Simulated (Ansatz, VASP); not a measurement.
# Al: VASP beside Ansatz

One calculation is typed for both programs; each brings its own data sets and cutoff. How far apart do they land? The cell is taken from a series of VASP runs on this material, whose earlier steps may have relaxed, scaled or displaced it; both programs get it as it stands.

Main program and level: Ansatz 0.2.0; plane waves, with VASP 6.6.1 beside it; relaxation of cell and atoms at r2SCAN.

**1. Set-up**

It takes space group Fm-3m (No. 225, cubic). Conventional cell: a = 3.991 Å, b = 3.991 Å, c = 3.991 Å, α = 90.00°, β = 90.00°, γ = 90.00°. Nearest to Al lie 12 Al at 2.82 Å.

**2. Ansatz: relaxation of cell and atoms, r2SCAN**

Ansatz runs on its default PAW (the set named soft_2) files.

The relaxed volume is the usual yardstick between codes: its relative difference is about their pressure difference at one cell divided by the bulk modulus.

Contents of input.yaml:

```yaml
crystal:
  lattice:
    - [0.0, 1.9954508394, 1.9954508394]
    - [1.9954508394, 0.0, 1.9954508394]
    - [1.9954508394, 1.9954508394, 0.0]
  atoms:
    - { symbol: Al, position: [0.0, 0.0, 0.0] }
hamiltonian:
  xc: r2scan
  pseudopotentials: { kind: paw }
kpoints:
  mp_grid: { grid: [12, 12, 12] }
scf:
  occupations: { method: methfessel_paxton, width: 0.1 }
relax:
  f_tol: 0.01
  max_steps: 60
  cell: { stress_tol: 0.05 }
output:
  forces: true
  stress: true
```

Run with:

```
> ansatz run input.yaml --threads 4 --pin off --max-ram 9216MiB --backend cpu --events-out ev --progress --plain --runs-dir out
```

Numbers of over 12 decimals in the logs are rounded to 6 here.

Log:

```text
Engine: ansatz 0.2.0, x86_64-unknown-linux-gnu
Pseudopotentials: kind: paw
Pseudopotential: Al, paw, valence charge 3, recommended cutoff 500 eV (meta_gga), Al.paw.azcp
Functional definition: r2SCAN
  parameter k0 = 0.174
  parameter k1 = 0.065
  parameter a1 = 4.9479
  exchange = r2scan_x(k0 = k0, k1 = k1, a1 = a1)
  correlation = r2scan_c
Crystal: 1 atoms, lattice volume = 15.891 Å³
Basis set: ecut = 500 eV, 411 PW (Γ), exchange–correlation on 96×96×96 points (64 copies of the dense FFT grid, shifted against one another)
Bands: 6, of which v1, the nominal top of the filled ones, is band 2 counted from 1 (1 counted from 0)
Symmetry: 48 space group operations
Space group: Fm-3m (ITA 225), of the structure as read, at distance tolerance 2.5e-5 Å
k-points: 72 of 1728
Non-local potential: Al, projectors of the file, l = 0: 2, l = 1: 2, l = 2: 1
PAW form: soft (Blöchl's): semilocal exchange-correlation on the pseudo side does not see the compensation charge
PAW frozen core: Al, regenerated for the run's functional (the file was generated under x = pbe(κ = 0.804, μ = 0.219515), c = pbe(β = 0.066725))
PAW one-centre angular grid: Al, 302 points (default); XC on 160 Gauss nodes
Initial density: superposition of atomic densities (neutral atoms: chi_scale 0, normalization atom), corrected by the library's trained network
Initial wavefunctions: pseudopotential atomic-orbital guess
Functional: x = r2scan, c = r2scan; τ floored in thin density (d = 2e-4 eV/Å³)
SCF iter   1: F=—  HF=-540.407569 eV  |F-HF|=—  |Δ(HF+E_count)|=         —  Δρ=3.10e-3  dr2=1.64e-3  dr2_τ=4.95e-3  ethr=1.77e-3  ⟨swp⟩=4.9  Hψ=3735  notcnv=0
preconditioner: auto → none  [insulator: Δε(μ)=0.142 eV  Ē_g=14.462 eV  σ=0.100 eV  W_gap=0.55  n_scr=0 (ndim 8)  ℏωp=16.1 eV  f_vac=0.000  D(μ)=0.62/eV (n_scr^D=0)  ε∞_Penn≈2.2]
SCF iter   2: F=—  HF=-540.414842 eV  |F-HF|=—  |Δ(HF+E_count)|=   7.27e-3  S|Δr|=    0.00e0  Δρ=2.24e-3  dr2=8.62e-4  dr2_τ=2.59e-6  ethr=5.47e-5  ⟨swp⟩=2.0  Hψ=1403  notcnv=0  defer=37
SCF iter   3: F=—  HF=-540.414781 eV  |F-HF|=—  |Δ(HF+E_count)|=   6.16e-5  S|Δr|=    0.00e0  Δρ=1.21e-3  dr2=2.44e-4  dr2_τ=7.39e-7  ethr=2.87e-5  ⟨swp⟩=1.0  Hψ=395  notcnv=0  defer=37
SCF iter   4: F=—  HF=-540.414767 eV  |F-HF|=—  |Δ(HF+E_count)|=   1.35e-5  S|Δr|=    0.00e0  Δρ=4.33e-4  dr2=3.06e-5  dr2_τ=3.96e-8  ethr=8.15e-6  ⟨swp⟩=1.0  Hψ=395  notcnv=0  defer=37
SCF iter   5: F=—  HF=-540.414766 eV  |F-HF|=—  |Δ(HF+E_count)|=   1.12e-6  S|Δr|=    0.00e0  Δρ=8.38e-5  dr2=1.14e-6  dr2_τ=1.22e-9  ethr=1.02e-6  ⟨swp⟩=1.0  Hψ=395  notcnv=0  defer=37
SCF iter   6: F=-540.414766 eV  HF=-540.414766 eV  |F-HF|=1.41e-9  |Δ(HF+E_count)|=   5.08e-8  S|Δr|=    0.00e0  Δρ=1.08e-5  dr2=1.90e-8  dr2_τ=2.31e-11  ethr=3.33e-9  ⟨swp⟩=2.7  Hψ=1188  notcnv=0
SCF 1 converged in 6 iterations: F = -540.414766 eV  dr2 = 1.90e-8
  greatest PAW one-centre occupation: 0.437 electrons in one spin orbital (limit 2), on the Al atom at site 0 (counted from 0), in its partial waves of l = 0
relax step   1: F+E_penalty+E_count = -540.41476621 eV  Δ(F+E_penalty+E_count) = +0.000e0 eV  max|allowed force component| = 0.000e0 eV/Å  Δτ_max = 0.0000 Å  P = +0.352 GPa  Ω = 15.891 Å³  (6 SCF iters, dr2 threshold 1.00e-7 eV, accepted)
[...]
relax step   2: F+E_penalty+E_count = -540.41483631 eV  Δ(F+E_penalty+E_count) = -7.010e-5 eV  max|allowed force component| = 0.000e0 eV/Å  Δτ_max = 0.0000 Å  P = -0.019 GPa  Ω = 15.960 Å³  energy of the carried Pulay correction = -1.480e-6 eV  (3 SCF iters, dr2 threshold 1.00e-7 eV, accepted)
[...]
relax step   3: F+E_penalty+E_count = -540.41483793 eV  Δ(F+E_penalty+E_count) = -1.627e-6 eV  max|allowed force component| = 0.000e0 eV/Å  Δτ_max = 0.0000 Å  P = -0.019 GPa  Ω = 15.960 Å³  stress off target by 1.87e-2 GPa  SCF on the basis re-selected at this cell (its energy is not comparable with the rows above)  (3 SCF iters)
basis re-selected at this cell: Δ(F+E_penalty+E_count) = -1.627e-6 eV, ΔP = -0.000 GPa vs the last step (what re-selecting the basis moved, of the pressure what is left beyond the Pulay correction that the steps carried, after the strain that the cell walked since its last selection, with what the two solves' SCF thresholds leave and, on support functions, any second-order correction that the steps lacked; it is no measure of the basis error at this ecutwfc). This SCF's stress stands 1.87e-2 GPa from its target on what of the cell is left free (relax.cell.stress_tol is 5.00e-2 GPa) and its largest allowed force component is 0.00e0 eV/Å (relax.f_tol is 1.00e-2 eV/Å): [rest of the remark cut]
SCF converged after 3 iterations
Stability not checked: this state was not tested for a lower state beside it, because cold or Methfessel-Paxton smearing, or corrected tetrahedra, fill the levels in a way that the test cannot read (fill_not_monotonic; see scf.lower_state_search)
Free energy (F): -540.414838 eV
Harris-Foulkes:  -540.414838 eV  (|F-HF|=1.58e-11)
Internal energy: -540.414377 eV  (E = F + TS)
E sigma→0 (E₀):  -540.414723 eV
Entropy (-TS):   -0.000461 eV (-0.461 meV/atom)
Fermi energy:    8.207178 eV
--- Per-component energies (eV) ---
  E_band       = 10.537138
  E_kinetic    = 23.486437
  E_local      = 10.758534  (includes V_loc(G=0)·N_el)
  E_nonlocal   = 9.627644
  E_hartree    = 0.125447
  E_xc         = -36.899624
  E_vxc        = -31.398150  (∫ρ·V_xc dr)
  E_paw        = -473.117899  (= ΣΔE_a)
  E_vpaw       = -3.414752  (= ΣTr[D̂ρ^β])
  E_aug_tail   = -0.000001  (compensation charges beyond the density's cutoff)
  E_vtau       = 1.226531  (kinetic-family band-sum trace: ∫τ·v_τ [+ j·A + Jᵃ·Aᵃ] dr)
  E_ewald      = -74.334807
  E_core_change = -0.060108  (= ΣΔE_core)
  E_smearing   = -0.000461  (= −TS)
  E_closure    = -0.000000  (closes the sum)
  Σ components = -540.414838   (vs F -540.414838, Δ=0.00e0)
--- Forces (eV/Å), atoms counted from 1 ---
  atom   1  Al     0.00000000     0.00000000    -0.00000000
  max |Σ_I F_I| component: 2.89e-34 eV/Å
--- Stress (GPa, compression-positive) ---
       -0.018696       0.000000       0.000000
        0.000000      -0.018696       0.000000
        0.000000       0.000000      -0.018696
  P = ⅓ Tr σ = -0.0187 GPa (-0.187 kbar)
--- Relaxed structure (2 steps of the walk, 2 accepted, 1 SCFs on fresh bases) ---
  F+E_penalty+E_count = -540.41483793 eV   max|allowed force component| = 0.000e0 eV/Å   (the final SCF, on the basis selected at the relaxed cell)
  cell:  # Å, volume = 15.9601 Å³
    - [0, 1.998335, 1.998335]
    - [1.998335, 0, 1.998335]
    - [1.998335, 1.998335, 0]
  atoms:
    - { symbol: Al, position: [0.0, 0.0, 0.0] }
```

Wall time 2.5 s (4 threads of AMD EPYC 7R43, shared host); peak memory 0.34 GiB.

**3. VASP: relaxation of cell and atoms, r2SCAN**

The same cell, functional, mesh and smearing now go to VASP, with its own data sets and cutoff.

Lines of VASP's logs that name or quote its potential files are left out, and so is its time.

Contents of INCAR:

```
SYSTEM = Al
PREC = Accurate
ENCUT = 450
EDIFF = 1E-06
NELM = 100
ISMEAR = 1
SIGMA = 0.1
LREAL = .FALSE.
ALGO = Normal
METAGGA = R2SCAN
LASPH = .TRUE.
LORBIT = 11
LWAVE = .FALSE.
LCHARG = .FALSE.
KPAR = 2
IBRION = 2
NSW = 50
ISIF = 3
EDIFFG = -0.01
```

Contents of POSCAR:

```
Al
1.0
    0.0000000000      1.9954508394      1.9954508394
    1.9954508394      0.0000000000      1.9954508394
    1.9954508394      1.9954508394      0.0000000000
Al
1
Direct
    0.0000000000      0.0000000000      0.0000000000
```

Contents of KPOINTS:

```
Automatic mesh
0
Gamma
12 12 12
0 0 0
```

The projector-augmented-wave data sets are Al (PBE family, release 64).

Run with:

```
> mpirun -np 2 vasp_std
```

Log:

```text
[banner, memory and clock lines left out]
running    2 mpi-ranks, on    1 nodes
 distrk:  each k-point on    1 cores,    2 groups
 distr:  one band on    1 cores,    1 groups

 POSCAR found type information on POSCAR Al
 POSCAR found :  1 types and       1 ions
|                                                                             |
|               ----> ADVICE to this user running VASP <----                  |
|                                                                             |
|     You enforced a specific xc type in the INCAR file but a different       |
|     [... a line on the potential file left out ...]
|     I HOPE YOU KNOW WHAT YOU ARE DOING!                                     |
|                                                                             |

 LDA part: xc-table for (None), standard interpolation
 POSCAR, INCAR and KPOINTS ok, starting setup
 FFT: planning ... GRIDC
 FFT: planning ... GRID_SOFT
 FFT: planning ... GRID
 WAVECAR not read
 entering main loop
       N       E                     dE             d eps       ncg     rms          rms(c)
DAV:   1    -0.497536679578E+01   -0.49754E+01   -0.88922E+02   795   0.302E+02
DAV:   2    -0.690789176949E+01   -0.19325E+01   -0.18187E+01   970   0.296E+01
DAV:   3    -0.692038947354E+01   -0.12498E-01   -0.12498E-01   945   0.290E+00
DAV:   4    -0.692044223967E+01   -0.52766E-04   -0.52766E-04   950   0.186E-01
DAV:   5    -0.692044269090E+01   -0.45123E-06   -0.45119E-06   980   0.150E-02    0.307E+00
DAV:   6    -0.674263470495E+01    0.17781E+00   -0.64037E-02   915   0.164E+00    0.192E+00
DAV:   7    -0.674255323417E+01    0.81471E-04   -0.45286E-03   825   0.969E-01    0.512E-01
DAV:   8    -0.674254475892E+01    0.84753E-05   -0.80099E-05   920   0.128E-01    0.966E-02
DAV:   9    -0.674243869598E+01    0.10606E-03   -0.39308E-05   830   0.677E-02    0.109E-01
DAV:  10    -0.674247205554E+01   -0.33360E-04   -0.19647E-06   910   0.127E-02    0.555E-03
DAV:  11    -0.674247156097E+01    0.49457E-06   -0.59457E-09   440   0.916E-04
   1 F= -.67424716E+01 E0= -.67423134E+01  d E =-.674247E+01
 curvature:   0.00 expect dE= 0.000E+00 dE for cont linesearch  0.000E+00
 trial: gam= 0.00000 g(F)=  0.000E+00 g(S)=  0.731E-06 ort = 0.000E+00 (trialstep = 0.100E+01)
 search vector abs. value=  0.731E-06
 reached required accuracy - stopping structural energy minimisation
```

From OUTCAR (step 3):

```text
ion  position               nearest neighbor table
   1  0.000  0.000  0.000-

  LATTYP: Found a face centered cubic cell.
 ALAT       =     3.9909016788

 Subroutine GETGRP returns: Found 48 space group operations
 (whereof 48 operations were pure point group operations)

The static configuration has the point symmetry O_h .

 Found     72 irreducible k-points:

   k-points           NKPTS =     72   k-points in BZ     NKDIM =     72   number of bands    NBANDS=      5

   dimension x,y,z NGX =    20 NGY =   20 NGZ =   20
   dimension x,y,z NGXF=    40 NGYF=   40 NGZF=   40

   ENCUT  =  450.0 eV  33.07 Ry    5.75 a.u.   4.88  4.88  4.88*2*pi/ulx,y,z

   NELECT =       3.0000    total number of electrons

 k-points in reciprocal lattice and weights: Automatic mesh
   0.00000000  0.00000000  0.00000000       0.001
   0.08333333  0.00000000  0.00000000       0.005
   0.16666667  0.00000000  0.00000000       0.005
   0.25000000  0.00000000  0.00000000       0.005
   0.33333333  0.00000000  0.00000000       0.005
   0.41666667  0.00000000  0.00000000       0.005
   0.50000000  0.00000000  0.00000000       0.002
   0.08333333  0.08333333  0.00000000       0.003
   0.16666667  0.08333333  0.00000000       0.014
[...]
-0.33333333  0.50000000  0.16666667       0.007
  -0.25000000  0.50000000  0.25000000       0.003

 average (electrostatic) potential at core
       1 -75.1147

 E-fermi :   8.2976

 k-point     1 :       0.0000    0.0000    0.0000
  band No.  band energies     occupation
      1      -3.6933      2.00000
      2      21.9518      0.00000
      3      21.9518      0.00000
      4      21.9518      0.00000
      5      24.1602      0.00000

 k-point     2 :       0.0833    0.0000    0.0000
  band No.  band energies     occupation
      1      -3.4878      2.00000
      2      19.2489      0.00000
      3      21.4618      0.00000
      4      21.4618      0.00000
      5      24.6464      0.00000

 k-point     3 :       0.1667    0.0000    0.0000
  band No.  band energies     occupation
      1      -2.8730      2.00000
      2      15.6203      0.00000
      3      20.7726      0.00000
      4      20.7726      0.00000
      5      24.3714      0.00000

  Total        0.0022480      0.0022480      0.0022480     -0.0000000     -0.0000000      0.0000000
  in kB        0.2266487      0.2266487      0.2266487     -0.0000000     -0.0000000      0.0000000
  external PRESSURE =       0.2266487 kB  Pullay stress =       0.0000000 kB

  energy-cutoff  :      450.00
  volume of cell :       15.89
      direct lattice vectors                 reciprocal lattice vectors
     0.000000000  1.995450839  1.995450839    -0.250569941  0.250569941  0.250569941
     1.995450839  0.000000000  1.995450839     0.250569941 -0.250569941  0.250569941
     1.995450839  1.995450839  0.000000000     0.250569941  0.250569941 -0.250569941

 POSITION                                       TOTAL-FORCE (eV/Angst)
 -----------------------------------------------------------------------------------
      0.00000      0.00000      0.00000         0.000000      0.000000      0.000000
 -----------------------------------------------------------------------------------
    total drift:                                0.000000      0.000000     -0.000000

  FREE ENERGIE OF THE ION-ELECTRON SYSTEM (eV)
  ---------------------------------------------------
  free  energy   TOTEN  =        -6.7424715610 eV

  energy  without entropy=       -6.7419971068  energy(sigma->0) =       -6.74231341

 reached required accuracy - stopping structural energy minimisation

 total charge
# of ion       s       p       d       tot
------------------------------------------
    1        0.418   0.368   0.000   0.786

[... 3 further parts left out ...]
```

**4. Comparison**

Known differences besides the potentials themselves: VASP keeps PBE cores, Ansatz makes them for the functional; both relaxations stop at a tolerance, which leaves soft axes loose, and VASP keeps its plane-wave basis; the cutoff is 500 eV in Ansatz and 450 eV in VASP; Ansatz adds a Pulay correction to the stress that steers its cell, VASP none. Total energies have different zeros and are not compared.

The two programs side by side:

```
                                         quantity  Ansatz   VASP  difference
                                      volume (Å³)   15.96  15.89     +0.43 %
edge a after relaxation, in the typed setting (Å)   2.826  2.822     +0.15 %
```

The walks stopped with -0.02 GPa left in Ansatz and 0.02 GPa in VASP; each walk ends within a tolerance, so the volume difference is uncertain by about these residues over the bulk modulus, most in soft cells.

**5. What came out**

- difference in volume (relaxation of cell and atoms, r2SCAN): 0.43 %

**Reading.** The difference in volume is 0.43 % (relaxation of cell and atoms, r2SCAN), within the 1.2 % picked in this series as the mark of a large difference, as far as the stopping tolerances let one tell. How closely two codes agree says nothing of how well the functional describes the real material.

[Lines on the potential files, build, host, timing and source positions are cut from VASP's logs without a mark.]

[Logs are printed without paths, hosts, clocks, repeated set-up lines and the standing remarks that a program may print on its own settings, such as how far it seeks lower states.]

[Hosts, paths, dates, database ids (printed as entryN), source tags and the programs' standing remarks are cut or masked in the printed files.]
